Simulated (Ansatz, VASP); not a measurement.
# Cross-check of ZnCo3C between VASP and Ansatz, part 2 of 3

Wanted: the spread between two codes on one cell, functional and k mesh. The cell is taken from a series of runs on this material, whose earlier steps may have relaxed, scaled, displaced or heated it; both programs get it as it stands.

VASP 6.6.1 and Ansatz 0.2.0.

So far. Step 2 (Ansatz: single point, PBEsol, pair 1): The run ends at a pressure of -8.03 GPa.

**3. VASP: single point, PBEsol, pair 1**

Level of this step: PBEsol, spin-polarised from a ferromagnetic start; plane waves and PAW (Zn, Co, C) (VASP).

The same cell, functional, mesh and smearing now go to VASP, with its own data sets.

Lines of VASP's logs that name or quote its potential files are left out, and so is its time.

INCAR reads:

```
SYSTEM = ZnCo3C
PREC = Accurate
ENCUT = 600
EDIFF = 1E-06
NELM = 200
ISMEAR = 0
SIGMA = 0.05
LREAL = .FALSE.
ALGO = Normal
GGA = PS
NBANDS = 60
ISPIN = 2
MAGMOM = 0.02 0.02 -0.36 -0.36 -0.36 -0.36 -0.36 -0.36 0.03 0.03
LASPH = .TRUE.
LMAXMIX = 4
LORBIT = 11
LWAVE = .FALSE.
LCHARG = .FALSE.
ISIF = 2
GGA_COMPAT = .FALSE.
KPAR = 2
```

POSCAR reads:

```
ZnCo3C
1.0
    3.7269543600      0.0000000000      0.0000000000
    0.0000000000      3.7269543600      0.0000000000
    0.0000000000      0.0000000000      7.4539087200
Zn Co C
2 6 2
Direct
    0.0000000000      0.0000000000      0.0000000000
    0.0000000000      0.0000000000      0.5000000000
    0.0000000000      0.5000000000      0.2500000000
    0.0000000000      0.5000000000      0.7500000000
    0.5000000000      0.5000000000      0.0000000000
    0.5000000000      0.5000000000      0.5000000000
    0.5000000000      0.0000000000      0.2500000000
    0.5000000000      0.0000000000      0.7500000000
    0.5000000000      0.5000000000      0.2500000000
    0.5000000000      0.5000000000      0.7500000000
```

KPOINTS reads:

```
Automatic mesh
0
Gamma
8 8 4
0 0 0
```

PAW data sets: Zn, Co and C (PBE family, release 64).

Started as:

```
mpirun -np 2 vasp_std
```

Numbers of over 12 decimals in the logs are rounded to 6 here.

The log of the run:

```text
[banner, memory and clock lines left out]
running    2 mpi-ranks, on    1 nodes
 distrk:  each k-point on    1 cores,    2 groups
 distr:  one band on    1 cores,    1 groups

 POSCAR found type information on POSCAR ZnCoC
 POSCAR found :  3 types and      10 ions
|                                                                             |
|               ----> ADVICE to this user running VASP <----                  |
|                                                                             |
|     You enforced a specific xc type in the INCAR file but a different       |
|     [... a line on the potential file left out ...]
|     I HOPE YOU KNOW WHAT YOU ARE DOING!                                     |
|                                                                             |

 LDA part: xc-table for (Slater+PW92), standard interpolation
 POSCAR, INCAR and KPOINTS ok, starting setup
 FFT: planning ... GRIDC
 FFT: planning ... GRID_SOFT
 FFT: planning ... GRID
 WAVECAR not read
 entering main loop
       N       E                     dE             d eps       ncg     rms          rms(c)
DAV:   1     0.782137860237E+03    0.78214E+03   -0.40327E+04 10840   0.224E+03
DAV:   2     0.357057847332E+02   -0.74643E+03   -0.69825E+03 10800   0.465E+02
DAV:   3    -0.756693559485E+02   -0.11138E+03   -0.10283E+03 11076   0.198E+02
DAV:   4    -0.833963886784E+02   -0.77270E+01   -0.75434E+01 12500   0.492E+01
DAV:   5    -0.836096182930E+02   -0.21323E+00   -0.21293E+00 12064   0.795E+00    0.394E+01
DAV:   6    -0.792037125140E+02    0.44059E+01   -0.10432E+02 14040   0.112E+02    0.261E+01
DAV:   7    -0.699309094973E+02    0.92728E+01   -0.52166E+01 12628   0.125E+02    0.133E+01
DAV:   8    -0.696941740742E+02    0.23674E+00   -0.75107E+00 12664   0.263E+01    0.480E+00
DAV:   9    -0.695116659867E+02    0.18251E+00   -0.68074E-01 13468   0.772E+00    0.188E+00
DAV:  10    -0.696046756023E+02   -0.93010E-01   -0.46606E-01 13860   0.901E+00    0.407E+00
DAV:  11    -0.695059499200E+02    0.98726E-01   -0.19500E-01 12616   0.699E+00    0.491E-01
DAV:  12    -0.695073885722E+02   -0.14387E-02   -0.14200E-02 11876   0.814E-01    0.299E-01
DAV:  13    -0.695075568136E+02   -0.16824E-03   -0.13218E-03 16464   0.292E-01    0.169E-01
DAV:  14    -0.695076164957E+02   -0.59682E-04   -0.36702E-04 14908   0.174E-01    0.719E-02
DAV:  15    -0.695076152768E+02    0.12189E-05   -0.82885E-05 12312   0.853E-02    0.401E-02
DAV:  16    -0.695076179469E+02   -0.26701E-05   -0.94829E-06 13084   0.300E-02    0.931E-03
DAV:  17    -0.695076179498E+02   -0.29086E-08   -0.26408E-06  8580   0.145E-02
   1 F= -.69507618E+02 E0= -.69503620E+02  d E =-.799512E-02  mag=    -2.0274
```

From OUTCAR (step 3):

```text
ion  position               nearest neighbor table
   1  0.000  0.000  0.000-   3 2.64   4 2.64   5 2.64   7 2.64   8 2.64   3 2.64   4 2.64   5 2.64
                             5 2.64   7 2.64   8 2.64   5 2.64
   2  0.000  0.000  0.500-   3 2.64   4 2.64   6 2.64   7 2.64   8 2.64   3 2.64   4 2.64   6 2.64
                             6 2.64   7 2.64   8 2.64   6 2.64
   3  0.000  0.500  0.250-   9 1.86   9 1.86   5 2.64   6 2.64   7 2.64   1 2.64   1 2.64   2 2.64
                             7 2.64   5 2.64   6 2.64   7 2.64   2 2.64   7 2.64
   4  0.000  0.500  0.750-  10 1.86  10 1.86   5 2.64   6 2.64   8 2.64   1 2.64   1 2.64   2 2.64
                             8 2.64   5 2.64   6 2.64   8 2.64   2 2.64   8 2.64
   5  0.500  0.500  0.000-   9 1.86  10 1.86   4 2.64   7 2.64   8 2.64   1 2.64   3 2.64   1 2.64
                             7 2.64   8 2.64   1 2.64   3 2.64   4 2.64   1 2.64
   6  0.500  0.500  0.500-   9 1.86  10 1.86   4 2.64   7 2.64   8 2.64   2 2.64   3 2.64   2 2.64
                             7 2.64   8 2.64   2 2.64   3 2.64   4 2.64   2 2.64
   7  0.500  0.000  0.250-   9 1.86   9 1.86   3 2.64   5 2.64   6 2.64   1 2.64   3 2.64   5 2.64
                             6 2.64   2 2.64   1 2.64   2 2.64   3 2.64   3 2.64
   8  0.500  0.000  0.750-  10 1.86  10 1.86   4 2.64   5 2.64   6 2.64   1 2.64   4 2.64   5 2.64
                             6 2.64   2 2.64   1 2.64   2 2.64   4 2.64   4 2.64
   9  0.500  0.500  0.250-   3 1.86   5 1.86   6 1.86   7 1.86   7 1.86   3 1.86
  10  0.500  0.500  0.750-   4 1.86   5 1.86   6 1.86   8 1.86   8 1.86   4 1.86

  LATTYP: Found a simple tetragonal cell.
 ALAT       =     3.7269543600
 C/A-ratio  =     2.0000000000

 Subroutine GETGRP returns: Found 16 space group operations
 (whereof 16 operations were pure point group operations)

The static configuration has the point symmetry D_4h.

 Found     45 irreducible k-points:

   k-points           NKPTS =     45   k-points in BZ     NKDIM =     45   number of bands    NBANDS=     60

   dimension x,y,z NGX =    30 NGY =   30 NGZ =   60
   dimension x,y,z NGXF=    60 NGYF=   60 NGZF=  120

   ENCUT  =  600.0 eV  44.10 Ry    6.64 a.u.   7.44  7.44 14.89*2*pi/ulx,y,z

   NELECT =      86.0000    total number of electrons

 k-points in reciprocal lattice and weights: Automatic mesh
   0.00000000  0.00000000  0.00000000       0.004
   0.12500000  0.00000000  0.00000000       0.016
   0.25000000  0.00000000  0.00000000       0.016
   0.37500000  0.00000000  0.00000000       0.016
   0.50000000  0.00000000  0.00000000       0.008
   0.12500000  0.12500000  0.00000000       0.016
   0.25000000  0.12500000  0.00000000       0.031
   0.37500000  0.12500000  0.00000000       0.031
   0.50000000  0.12500000  0.00000000       0.016
[...]
0.50000000  0.37500000  0.50000000       0.016
   0.50000000  0.50000000  0.50000000       0.004

 average (electrostatic) potential at core
       1 -30.6580       2 -30.6580       3 -80.1173       4 -80.1173       5 -80.1173
       6 -80.1173       7 -80.1173       8 -80.1173       9 -47.3988      10 -47.3988

 E-fermi :   8.0525

 spin component 1
 k-point     1 :       0.0000    0.0000    0.0000
  band No.  band energies     occupation
    ...
     37       7.3968      1.00000
     38       7.5816      1.00000
     39       7.5816      1.00000
     40       7.5816      1.00000
     41       7.9475      0.99851
     42       8.2696      0.00000
     43       8.2696      0.00000
     44       8.2696      0.00000
     45       8.2707      0.00000
     46       8.6451      0.00000
    ...

 k-point     2 :       0.1250    0.0000    0.0000
  band No.  band energies     occupation
    ...
     37       7.5435      1.00000
     38       7.5435      1.00000
     39       7.5553      1.00000
     40       7.5998      1.00000
     41       7.9343      0.99958
     42       8.0822      0.20009
     43       8.2698      0.00000
     44       8.3556      0.00000
     45       8.3556      0.00000
     46       8.5757      0.00000
    ...

 k-point     3 :       0.2500    0.0000    0.0000
  band No.  band energies     occupation
    ...
     38       7.4908      1.00000
     39       7.7430      1.00000
     40       7.7617      1.00000
     41       7.7633      1.00000
     42       7.8454      1.00000
     43       8.2702      0.00000
     44       8.3770      0.00000
     45       8.6069      0.00000
     46       8.6070      0.00000
     47       9.0083      0.00000
    ...

 k-point     4 :       0.3750    0.0000    0.0000
  band No.  band energies     occupation
    ...
     37       7.3767      1.00000
     38       7.4247      1.00000
     39       7.4720      1.00000
     40       7.6271      1.00000
     41       7.8159      1.00000
     42       8.1044      0.07077
     43       8.1424      0.00549
     44       8.2705      0.00000
     45       8.9070      0.00000
     46       8.9070      0.00000
    ...

 k-point     5 :       0.5000    0.0000    0.0000
  band No.  band energies     occupation
    ...
     38       7.3481      1.00000
     39       7.3969      1.00000
     40       7.5051      1.00000
     41       7.8374      1.00000
     42       7.9474      0.99851
     43       8.2707      0.00000
     44       8.4535      0.00000
     45       8.9491      0.00000
     46       8.9491      0.00000
     47       9.0443      0.00000
    ...

 k-point     6 :       0.1250    0.1250    0.0000
  band No.  band energies     occupation
    ...
     37       7.5151      1.00000
     38       7.5840      1.00000
     39       7.6135      1.00000
     40       7.6814      1.00000
     41       7.7825      1.00000
     42       8.1325      0.01175
     43       8.1832      0.00011
     44       8.4068      0.00000
     45       8.5285      0.00000
     46       8.5826      0.00000
    ...

  Total       -5.0802398     -5.0802398     -5.0810219      0.0000000      0.0000000      0.0000000
  in kB      -78.6144860    -78.6144860    -78.6265888      0.0000000      0.0000000      0.0000000
  external PRESSURE =     -78.6185203 kB  Pullay stress =       0.0000000 kB

  energy-cutoff  :      600.00
  volume of cell :      103.54
      direct lattice vectors                 reciprocal lattice vectors
     3.726954360  0.000000000  0.000000000     0.268315601  0.000000000  0.000000000
     0.000000000  3.726954360  0.000000000     0.000000000  0.268315601  0.000000000
     0.000000000  0.000000000  7.453908720     0.000000000  0.000000000  0.134157801

 POSITION                                       TOTAL-FORCE (eV/Angst)
 -----------------------------------------------------------------------------------
      0.00000      0.00000      0.00000         0.000000     -0.000000     -0.000000
      0.00000      0.00000      3.72695         0.000000     -0.000000      0.000000
      0.00000      1.86348      1.86348         0.000000     -0.000000     -0.000000
      0.00000      1.86348      5.59043         0.000000     -0.000000     -0.000000
      1.86348      1.86348      0.00000        -0.000000      0.000000     -0.000000
      1.86348      1.86348      3.72695        -0.000000      0.000000     -0.000000
      1.86348      0.00000      1.86348         0.000000     -0.000000     -0.000000
      1.86348      0.00000      5.59043         0.000000     -0.000000     -0.000000
      1.86348      1.86348      1.86348         0.000000     -0.000000     -0.000000
      1.86348      1.86348      5.59043         0.000000     -0.000000     -0.000000
 -----------------------------------------------------------------------------------
    total drift:                                0.000000      0.000000      0.000000

  FREE ENERGIE OF THE ION-ELECTRON SYSTEM (eV)
  ---------------------------------------------------
  free  energy   TOTEN  =       -69.5076179498 eV

  energy  without entropy=      -69.4996228325  energy(sigma->0) =      -69.50362039

 total charge
# of ion       s       p       d       tot
------------------------------------------
    1        0.574   0.492   9.764  10.830
    2        0.574   0.492   9.764  10.830
    3        0.432   0.603   7.459   8.495
    4        0.432   0.603   7.459   8.495
    5        0.432   0.603   7.459   8.495
    6        0.432   0.603   7.459   8.495
    7        0.432   0.603   7.459   8.495
    8        0.432   0.603   7.459   8.495
    9        0.895   1.568   0.000   2.462
   10        0.895   1.568   0.000   2.462
--------------------------------------------------
tot          5.531   7.741  64.285  77.557

 magnetization (x)
# of ion       s       p       d       tot
------------------------------------------
    1        0.005   0.015   0.004   0.025
    2        0.005   0.015   0.004   0.025
    3        0.002   0.008  -0.380  -0.370
    4        0.002   0.008  -0.380  -0.370
    5        0.002   0.008  -0.380  -0.370
    6        0.002   0.008  -0.380  -0.370
    7        0.002   0.008  -0.380  -0.370
    8        0.002   0.008  -0.380  -0.370
    9        0.003   0.028   0.000   0.031
   10        0.003   0.028   0.000   0.031
--------------------------------------------------
tot          0.029   0.135  -2.275  -2.110

[... 6 further parts left out ...]
```

The run ends at a pressure of -7.86 GPa.

**4. Comparison**

Known differences besides the potentials themselves: VASP starts from the moments at which Ansatz ended; the data sets hold 134 valence electrons in Ansatz (on its PAW soft_1 files) and 86 in VASP; the cutoff is 420 eV in Ansatz and 600 eV in VASP; Ansatz makes its cores anew for this functional, VASP keeps those of its PBE data sets; site moments are counted in spheres of each program's own size. Total energies have different zeros and are not compared.

Compared:

```
          quantity  Ansatz   VASP  difference
    pressure (GPa)   -8.03  -7.86       -0.17
 total moment (μB)   -2.03  -2.03       -0.01
moment on Co4 (μB)   -0.36  -0.37       +0.01
moment on Co3 (μB)   -0.36  -0.37       +0.01
moment on Co6 (μB)   -0.36  -0.37       +0.01
moment on Co5 (μB)   -0.36  -0.37       +0.01
moment on Co7 (μB)   -0.36  -0.37       +0.01
moment on Co8 (μB)   -0.36  -0.37       +0.01
```

**5. Ansatz: single point, PBEsol, pair 2**

A single point gives forces, pressure and levels at one fixed geometry, so differences don't come from the geometry; what else differs is listed under the comparison.

The cell is taken from a series of runs on this material, whose earlier steps may have relaxed, scaled, displaced or heated it; both programs get it as it stands.

input.yaml reads:

```yaml
crystal:
  lattice:
    - [3.72695436, 3.72695436, 0.0]
    - [3.72695436, 0.0, 3.72695436]
    - [3.72695436, 0.0, -3.72695436]
  atoms:
    - { symbol: Zn, position: [0.0, 0.0, 0.0] }
    - { symbol: Zn, position: [0.0, 0.5, 0.5] }
    - { symbol: Co, position: [0.5, 0.0, 0.5], spin: 3.0 }
    - { symbol: Co, position: [0.5, 0.5, 0.0], spin: -3.0 }
    - { symbol: Co, position: [0.5, 0.0, 0.0], spin: 3.0 }
    - { symbol: Co, position: [0.5, 0.5, 0.5], spin: -3.0 }
    - { symbol: Co, position: [0.0, 0.5, 0.0], spin: 3.0 }
    - { symbol: Co, position: [0.0, 0.0, 0.5], spin: -3.0 }
    - { symbol: C, position: [0.5, 0.25, 0.75] }
    - { symbol: C, position: [0.5, 0.75, 0.25] }
kpoints:
  mp_grid: { grid: [8, 8, 8] }
hamiltonian:
  xc: pbesol
  pseudopotentials: { kind: paw, azcp: { folder: soft_1 }, xc_functional: pbe }
scf:
  occupations: { method: gaussian, width: 0.05 }
  max_iter: 100
output:
  forces: true
  stress: true
  eigenvalues: true
  populations: true
magnetization:
  spin_polarized: true
```

Started as:

```
ansatz run input.yaml --threads 4 --pin off --max-ram 10240MiB --backend cpu --events-out ev --progress --plain --runs-dir out
```

The log of the run:

```text
[...]
Crystal: 10 atoms, lattice volume = 103.536 Å³
Basis set: ecut = 420 eV, 2085 PW (Γ), exchange–correlation on 72×72×72 points (8 copies of the dense FFT grid, shifted against one another)
Bands: 92, of which v1, the nominal top of the filled ones, is band 67 counted from 1 (66 counted from 0)
Symmetry: 12 space group operations
[...]
site symbol       q [e]    m [muB]
     0     Zn     11.0566    -0.0082
     1     Zn     11.0566    -0.0082
     2     Co     16.6715     0.3868
     3     Co     16.6716     0.3868
     4     Co     16.6715     0.3868
     5     Co     16.6716     0.3868
     6     Co     16.6715     0.3868
     7     Co     16.6716     0.3868
     8      C      4.9893    -0.0587
     9      C      4.9893    -0.0587
  spilling = 0.014022 (of n_electrons = 134.000000)
[key lines of the parts left out:]
SCF converged after 2 iterations
Magnetization: 2.0758 μB (68.0379 up, 65.9621 down)
Free energy (F): -37613.748050 eV
Fermi energy:    16.052103 eV
P = ⅓ Tr σ = -8.0051 GPa (-80.051 kbar)
```

The run ends at a pressure of -8.01 GPa.

**6. VASP: single point, PBEsol, pair 2**

The same cell, functional, mesh and smearing now go to VASP, with its own data sets.

Changes to INCAR since step 3:

```diff
@@ -12,3 +12,3 @@
 ISPIN = 2
-MAGMOM = 0.02 0.02 -0.36 -0.36 -0.36 -0.36 -0.36 -0.36 0.03 0.03
+MAGMOM = -0.02 -0.02 0.36 0.36 0.36 0.36 0.36 0.36 -0.04 -0.04
 LASPH = .TRUE.
```

POSCAR reads:

```
ZnCo3C
1.0
    3.7269543600      3.7269543600      0.0000000000
    3.7269543600      0.0000000000      3.7269543600
    3.7269543600      0.0000000000     -3.7269543600
Zn Co C
2 6 2
Direct
    0.0000000000      0.0000000000      0.0000000000
    0.0000000000      0.5000000000      0.5000000000
    0.5000000000      0.0000000000      0.5000000000
    0.5000000000      0.5000000000      0.0000000000
    0.5000000000      0.0000000000      0.0000000000
    0.5000000000      0.5000000000      0.5000000000
    0.0000000000      0.5000000000      0.0000000000
    0.0000000000      0.0000000000      0.5000000000
    0.5000000000      0.2500000000      0.7500000000
    0.5000000000      0.7500000000      0.2500000000
```

KPOINTS reads:

```
Automatic mesh
0
Gamma
8 8 8
0 0 0
```

Started as:

```
mpirun -np 2 vasp_std
```

The log of the run:

```text
[banner, memory and clock lines left out]
running    2 mpi-ranks, on    1 nodes
[...]
[... a notice as in an earlier step ...]

 LDA part: xc-table for (Slater+PW92), standard interpolation
 POSCAR, INCAR and KPOINTS ok, starting setup
[...]
entering main loop
       N       E                     dE             d eps       ncg     rms          rms(c)
DAV:   1     0.781374155969E+03    0.78137E+03   -0.40316E+04  6984   0.223E+03
DAV:   2     0.356102656463E+02   -0.74576E+03   -0.69866E+03  6960   0.467E+02
DAV:   3    -0.755691977181E+02   -0.11118E+03   -0.10257E+03  7140   0.198E+02
DAV:   4    -0.833983109502E+02   -0.78291E+01   -0.76442E+01  8148   0.497E+01
[...]
DAV:  14    -0.695092448370E+02   -0.19022E-05   -0.10839E-04  8956   0.892E-02    0.345E-02
DAV:  15    -0.695092422133E+02    0.26237E-05   -0.16357E-05  9304   0.335E-02    0.157E-02
DAV:  16    -0.695092419037E+02    0.30967E-06   -0.23665E-06  5384   0.167E-02
   1 F= -.69509242E+02 E0= -.69505803E+02  d E =-.687692E-02  mag=     2.0725
```

Parts of OUTCAR (step 6):

```text
  Total       -5.0682056     -5.0682056     -5.0682056     -0.0000000     -0.0000000      0.0000000
  in kB      -78.4282618    -78.4282618    -78.4282618     -0.0000000     -0.0000000      0.0000000
  external PRESSURE =     -78.4282618 kB  Pullay stress =       0.0000000 kB

 POSITION                                       TOTAL-FORCE (eV/Angst)
 -----------------------------------------------------------------------------------
      0.00000      0.00000      0.00000         0.000000      0.000000      0.000000
      3.72695      0.00000      0.00000         0.000000      0.000000      0.000000
      3.72695      1.86348     -1.86348        -0.000000      0.000000      0.000000
      3.72695      1.86348      1.86348        -0.000000      0.000000      0.000000
      1.86348      1.86348      0.00000         0.000000     -0.000000     -0.000000
      5.59043      1.86348      0.00000        -0.000000      0.000000      0.000000
      1.86348      0.00000      1.86348         0.000000     -0.000000     -0.000000
      1.86348      0.00000     -1.86348         0.000000     -0.000000     -0.000000
      5.59043      1.86348     -1.86348         0.000000      0.000000      0.000000
      5.59043      1.86348      1.86348        -0.000000      0.000000      0.000000
 -----------------------------------------------------------------------------------
    total drift:                               -0.000000      0.000000      0.000000

  FREE ENERGIE OF THE ION-ELECTRON SYSTEM (eV)
  ---------------------------------------------------
  free  energy   TOTEN  =       -69.5092419037 eV

  energy  without entropy=      -69.5023649843  energy(sigma->0) =      -69.50580344

 magnetization (x)
# of ion       s       p       d       tot
------------------------------------------
    1       -0.005  -0.016  -0.004  -0.024
    2       -0.005  -0.016  -0.004  -0.024
    3       -0.002  -0.008   0.388   0.378
    4       -0.002  -0.008   0.388   0.378
    5       -0.002  -0.008   0.388   0.378
    6       -0.002  -0.008   0.388   0.378
    7       -0.002  -0.008   0.388   0.378
    8       -0.002  -0.008   0.388   0.378
    9       -0.003  -0.029   0.000  -0.032
   10       -0.003  -0.029   0.000  -0.032
--------------------------------------------------
tot         -0.029  -0.136   2.320   2.155

[... 3 further parts left out ...]
[key lines of the parts left out:]
E-fermi :   8.0413
```

The run ends at a pressure of -7.84 GPa.

[end of part 2 of 3]

[Lines on the potential files, build, host, timing and source positions are cut from VASP's logs without a mark.]

[Logs are printed without paths, hosts, clocks, repeated set-up lines and the standing remarks that a program may print on its own settings, such as how far it seeks lower states.]

[Hosts, paths, dates, database ids (printed as entryN), source tags and the programs' standing remarks are cut or masked in the printed files.]
